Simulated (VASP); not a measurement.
# Cs3Ge2S3 (Pm-3m) in VASP: further runs, part 2 of 2

VASP 6.6.1. The steps go on from the part before.

**3. Single point, PBE (random cell by space group and Wyckoff sites (Pm-3m, No. 221))**

Contents of INCAR:

```
SYSTEM = Cs3Ge2S3
PREC = Accurate ; ENCUT = 520
EDIFF = 1E-6 ; ISMEAR = 0
SIGMA = 0.1 ; LREAL = .FALSE.
LASPH = .TRUE. ; NELM = 100
ALGO = Fast ; ISIF = 2
LWAVE = .FALSE. ; LCHARG = .FALSE.
GGA = PE ; NBANDS = 46
```

Contents of KPOINTS:

```
Automatic mesh
0
G
  6 6 6
  0 0 0
```

Contents of POSCAR:

```
Cs3Ge2S3
1.0
    6.5719412749      0.0000000000      0.0000000000
    0.0000000000      6.5719412749      0.0000000000
    0.0000000000      0.0000000000      6.5719412749
Cs Ge S
3 2 3
Direct
    0.5000000000      0.0000000000      0.0000000000
    0.0000000000      0.5000000000      0.0000000000
    0.0000000000      0.0000000000      0.5000000000
    0.5000000000      0.5000000000      0.5000000000
    0.0000000000      0.0000000000      0.0000000000
    0.0000000000      0.5000000000      0.5000000000
    0.5000000000      0.0000000000      0.5000000000
    0.5000000000      0.5000000000      0.0000000000
```

Potentials or basis: VASP PAW PBE potentials, release 64 (Cs_sv, Ge_d, S).

On the command line:

```bash
$ cat potpaw_PBE.64/Cs_sv/POTCAR potpaw_PBE.64/Ge_d/POTCAR potpaw_PBE.64/S/POTCAR > POTCAR
$ mpirun -np 1 vasp_std > vasp.out
```

OUTCAR:

```text
SYSTEM = Cs3Ge2S3
   PREC = Accurate
   ENCUT = 520
   EDIFF = 1E-6
   ISMEAR = 0
   LREAL = .FALSE.
   LASPH = .TRUE.
   NELM = 100
   ISIF = 2
   GGA = PE

 ion  position               nearest neighbor table
   1  0.500  0.000  0.000-
   2  0.000  0.500  0.000-
   3  0.000  0.000  0.500-
   4  0.500  0.500  0.500-
   5  0.000  0.000  0.000-
   6  0.000  0.500  0.500-
   7  0.500  0.000  0.500-
   8  0.500  0.500  0.000-

  LATTYP: Found a simple cubic cell.
 ALAT       =     6.5719412749

  Lattice vectors:

 A1 = (   6.5719412749,   0.0000000000,   0.0000000000)
 A2 = (   0.0000000000,   6.5719412749,   0.0000000000)
 A3 = (   0.0000000000,   0.0000000000,   6.5719412749)

Analysis of symmetry for initial positions (statically):
=====================================================================
 Subroutine PRICEL returns:
 Original cell was already a primitive cell.

 Routine SETGRP: Setting up the symmetry group for a
 simple cubic supercell.

 Subroutine GETGRP returns: Found 48 space group operations
 (whereof 48 operations were pure point group operations)
 out of a pool of 48 trial point group operations.

The static configuration has the point symmetry O_h .

Analysis of symmetry for dynamics (positions and initial velocities):
=====================================================================
 Subroutine PRICEL returns:
 Original cell was already a primitive cell.

 Routine SETGRP: Setting up the symmetry group for a
 simple cubic supercell.

 Subroutine GETGRP returns: Found 48 space group operations
 (whereof 48 operations were pure point group operations)
 out of a pool of 48 trial point group operations.
[... 128 lines left out ...]
     AMIX_MAG =   1.60;   BMIX_MAG =  1.00
  volume/ion in A,a.u.               =      35.48       239.43
  Fermi-wavevector in a.u.,A,eV,Ry     =   1.041091  1.967377 14.746959  1.083871
  Thomas-Fermi vector in A             =   2.175696
   LORBIT       =      0    0 simple, 1 ext, 2 COOP (PROOUT), +10 PAW based schemes
   GGA     = PE    functional components
   LHFCALC =     F    Hartree Fock is set to
   AEXX    =    0.0000 exact exchange contribution
   IVDW    =     0    specifies the selected vdW correction
   LEPSILON=     F    determine dielectric tensor
   LRPA    =     F    only Hartree local field effects (RPA)
 non-spin polarized calculation
 RMM-DIIS sequential band-by-band and
 Gauss-broadening in eV      SIGMA  =   0.10
  energy-cutoff  :      520.00
  volume of cell :      283.84
 maximum number of plane-waves:      7689
 NGX is ok and might be reduce to    50
   NGX = 25   NGY = 25   NGZ = 25

 number of electron      73.0000040 magnetization

 Free energy of the ion-electron system (eV)
  ---------------------------------------------------
  ext. energy  EPLUGINS =         0.00000000
  ---------------------------------------------------
  free energy    TOTEN  =       -22.05812580 eV

  energy without entropy =      -21.95928713  energy(sigma->0) =      -22.00870646

 E-fermi :   1.1716     XC(G=0):  -8.2668

 val. band max:        1.1602670625   @ k =   0.5000   0.1667   0.0000
 cond. band min:       1.1732597243   @ k =   0.5000   0.0000   0.0000
 fundamental gap:      0.0129926617
 Fermi energy:         1.1715706959

 k-point     1 :       0.0000    0.0000    0.0000
  band No.  band energies     occupation
      1     -23.9329      2.00000
      2     -23.9329      2.00000
      3     -23.9329      2.00000
      4     -23.9285      2.00000
      5     -23.9285      2.00000
      6     -23.6835      2.00000
[... 969 lines left out ...]
     45       8.0119      0.00000
     46       8.0170      0.00000

------------------------ aborting loop because EDIFF is reached ----------------------------------------

  FORCE on cell =-STRESS in cart. coord.  units (eV):
  Direction    XX          YY          ZZ          XY          YZ          ZX
  --------------------------------------------------------------------------------------
  -------------------------------------------------------------------------------------
  Total        0.1522233      0.1522233      0.1522233     -0.0000000     -0.0000000      0.0000000
  in kB        0.8592322      0.8592322      0.8592322     -0.0000000     -0.0000000      0.0000000
  external PRESSURE =       0.8592322 kB  Pullay stress =       0.0000000 kB

 VOLUME and BASIS-vectors are now :
 -----------------------------------------------------------------------------
  energy-cutoff  :      520.00
  volume of cell :      283.84
      direct lattice vectors                 reciprocal lattice vectors
     6.571941275  0.000000000  0.000000000     0.152162041  0.000000000  0.000000000
     0.000000000  6.571941275  0.000000000     0.000000000  0.152162041  0.000000000
     0.000000000  0.000000000  6.571941275     0.000000000  0.000000000  0.152162041

 POSITION                                       TOTAL-FORCE (eV/Angst)
 -----------------------------------------------------------------------------------
      3.28597      0.00000      0.00000         0.000000      0.000000      0.000000
      0.00000      3.28597      0.00000         0.000000      0.000000      0.000000
      0.00000      0.00000      3.28597         0.000000      0.000000      0.000000
      3.28597      3.28597      3.28597         0.000000      0.000000      0.000000
      0.00000      0.00000      0.00000         0.000000      0.000000      0.000000
      0.00000      3.28597      3.28597         0.000000      0.000000      0.000000
      3.28597      0.00000      3.28597         0.000000      0.000000      0.000000
      3.28597      3.28597      0.00000         0.000000      0.000000      0.000000
 -----------------------------------------------------------------------------------
    total drift:                                0.000000      0.000000     -0.000000

  FREE ENERGIE OF THE ION-ELECTRON SYSTEM (eV)
  ---------------------------------------------------
  free  energy   TOTEN  =       -22.0581258002 eV

  energy  without entropy=      -21.9592871278  energy(sigma->0) =      -22.00870646
```

OSZICAR:

```text
N       E                     dE             d eps       ncg     rms          rms(c)
DAV:   1     0.747563118974E+03    0.74756E+03   -0.31211E+04  2368   0.213E+03
DAV:   2     0.106918632785E+03   -0.64064E+03   -0.61626E+03  2064   0.633E+02
DAV:   3    -0.178967063319E+02   -0.12482E+03   -0.12175E+03  2238   0.175E+02
DAV:   4    -0.264589680343E+02   -0.85623E+01   -0.85037E+01  2120   0.575E+01
DAV:   5    -0.267124312678E+02   -0.25346E+00   -0.25321E+00  2208   0.959E+00    0.823E+00
RMM:   6    -0.229808953280E+02    0.37315E+01   -0.88558E+00  2373   0.828E+00    0.744E+00
RMM:   7    -0.225989012741E+02    0.38199E+00   -0.12772E+00  2397   0.461E+00    0.476E+00
RMM:   8    -0.220440484252E+02    0.55485E+00   -0.47549E-01  2495   0.196E+00    0.205E+00
RMM:   9    -0.221050763669E+02   -0.61028E-01   -0.12267E-01  2384   0.154E+00    0.164E+00
RMM:  10    -0.220635202600E+02    0.41556E-01   -0.48949E-02  2504   0.728E-01    0.724E-01
RMM:  11    -0.220567184751E+02    0.68018E-02   -0.11761E-02  2715   0.448E-01    0.340E-01
RMM:  12    -0.220613502467E+02   -0.46318E-02   -0.26244E-03  2478   0.214E-01    0.491E-01
RMM:  13    -0.220588186151E+02    0.25316E-02   -0.35818E-03  2417   0.220E-01    0.208E-01
RMM:  14    -0.220581350443E+02    0.68357E-03   -0.52755E-04  2517   0.874E-02    0.389E-02
RMM:  15    -0.220581215072E+02    0.13537E-04   -0.10614E-04  2813   0.424E-02    0.117E-02
RMM:  16    -0.220581252280E+02   -0.37208E-05   -0.24085E-05  2386   0.201E-02    0.690E-03
RMM:  17    -0.220581258002E+02   -0.57224E-06   -0.52648E-06  1839   0.869E-03
   1 F= -.22058126E+02 E0= -.22008706E+02  d E =-.988387E-01
```

stdout:

```text
POSCAR found type information on POSCAR CsGeS
 POSCAR found :  3 types and       8 ions
 scaLAPACK will be used
 LDA part: xc-table for (Slater+PW92), standard interpolation
 POSCAR, INCAR and KPOINTS ok, starting setup
 FFT: planning ... GRIDC
 FFT: planning ... GRID_SOFT
 FFT: planning ... GRID
 WAVECAR not read
 entering main loop
```

Wall time 2.6 min (1 thread of AMD EPYC 9R45 (Zen 5), shared host); peak memory 0.45 GiB.

What came out:

```yaml
Free_energy: -22.0581 eV
Pressure: 0.1 GPa
Band_gap_on_the_k_mesh: none (metal or under the smearing width)
```

Spin-orbit coupling is left out, which matters for the levels of Cs.
